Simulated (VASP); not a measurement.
Computed with PBEsol GGA, VASP's PBE PAW potentials (set 64) (plane waves; VASP 6.6.1).

A VASP calculation is set up with these files.

POSCAR:
```
TiC
1.0
  0.0000000000   2.0812874853   2.0812874853
  2.0812874853   0.0000000000   2.0812874853
  2.0812874853   2.0812874853   0.0000000000
Ti C
1 1
direct
  0.0000000000   0.0000000000   0.0000000000
  0.5000000000   0.5000000000   0.5000000000
```

### INCAR
```
SIGMA  =  0.1   # width (eV)
ISIF  =  3   # ions, shape and volume
LWAVE  =  .False.
PSTRESS  =  300   # kbar
LCHARG  =  .False.
EDIFFG  =  -0.02   # ionic stop
IBRION  =  2
EDIFF  =  1E-6   # SCF stop (eV)
LASPH  =  .True.
SYSTEM  =  TiC
ISMEAR  =  1   # Methfessel-Paxton
NSW  =  40
NELM  =  100   # most electronic steps
LREAL  =  .False.   # projection in real space or not
ENCUT  =  620   # plane-wave cut-off (eV)
LMAXMIX  =  4   # l cut-off of mixed one-centre charges
ALGO  =  Normal
GGA  =  PS   # PBEsol
PREC  =  Accurate
```

File KPOINTS:
```
Automatic mesh
0
Gamma
15 15 15
0 0 0
```

POTCAR, in this order: Ti_sv C (PBE.64 set). Program: vasp_std.

The resulting files:

File OSZICAR:
```
       N       E                     dE             d eps       ncg     rms          rms(c)
DAV:   1     0.129241988300E+03    0.12924E+03   -0.94504E+03  2880   0.185E+03
DAV:   2    -0.141278704456E+02   -0.14337E+03   -0.13643E+03  2980   0.414E+02
DAV:   3    -0.241925930491E+02   -0.10065E+02   -0.96749E+01  3784   0.102E+02
DAV:   4    -0.247305219740E+02   -0.53793E+00   -0.53691E+00  3724   0.221E+01
DAV:   5    -0.247481355263E+02   -0.17614E-01   -0.17613E-01  3888   0.348E+00    0.221E+01
DAV:   6    -0.199909661165E+02    0.47572E+01   -0.25919E+01  3348   0.710E+01    0.657E+00
DAV:   7    -0.196562880918E+02    0.33468E+00   -0.28999E+00  3196   0.238E+01    0.606E+00
DAV:   8    -0.196494405168E+02    0.68476E-02   -0.27139E-01  3044   0.774E+00    0.876E-01
DAV:   9    -0.196514973869E+02   -0.20569E-02   -0.28407E-02  4048   0.201E+00    0.984E-01
DAV:  10    -0.196483152951E+02    0.31821E-02   -0.15298E-02  3084   0.211E+00    0.184E-01
DAV:  11    -0.196482282133E+02    0.87082E-04   -0.48881E-04  3216   0.309E-01    0.187E-02
DAV:  12    -0.196482287957E+02   -0.58241E-06   -0.21364E-05  3236   0.647E-02    0.341E-02
DAV:  13    -0.196482235382E+02    0.52576E-05   -0.18703E-05  3048   0.641E-02    0.445E-03
DAV:  14    -0.196482236517E+02   -0.11358E-06   -0.21716E-07  1600   0.621E-03
   1 F= -.16271956E+02 E0= -.16271988E+02  d E =-.162720E+02
```

**OUTCAR**
```
------------------------ aborting loop because EDIFF is reached ----------------------------------------
  FORCE on cell =-STRESS in cart. coord.  units (eV):
  Direction    XX          YY          ZZ          XY          YZ          ZX
  --------------------------------------------------------------------------------------
  Total        3.3505449      3.3505449      3.3505449      0.0000000      0.0000000      0.0000000
  in kB      297.7143827    297.7143827    297.7143827      0.0000000      0.0000000      0.0000000
  external PRESSURE =      -2.2856173 kB  Pullay stress =     300.0000000 kB
  volume of cell :       18.03
      direct lattice vectors                 reciprocal lattice vectors
     0.000000000  2.081287485  2.081287485    -0.240235913  0.240235913  0.240235913
     2.081287485  0.000000000  2.081287485     0.240235913 -0.240235913  0.240235913
     2.081287485  2.081287485  0.000000000     0.240235913  0.240235913 -0.240235913
 POSITION                                       TOTAL-FORCE (eV/Angst)
 -----------------------------------------------------------------------------------
      0.00000      0.00000      0.00000         0.000000     -0.000000     -0.000000
      2.08129      2.08129      2.08129         0.000000      0.000000      0.000000
 -----------------------------------------------------------------------------------
    total drift:                                0.000000     -0.000000     -0.000000
  FREE ENERGIE OF THE ION-ELECTRON SYSTEM (eV)
  ---------------------------------------------------
  free  energy   TOTEN  =       -19.6482236517 eV

  energy  without entropy=      -19.6483187220  energy(sigma->0) =      -19.64825534
  enthalpy is  TOTEN    =       -16.2719558544 eV   P V=        3.3762677974

 reached required accuracy - stopping structural energy minimisation
```
(Selected blocks of OUTCAR.)

The compound is TiC in the rock salt structure. It was relaxed first under an external pressure of 30 GPa.
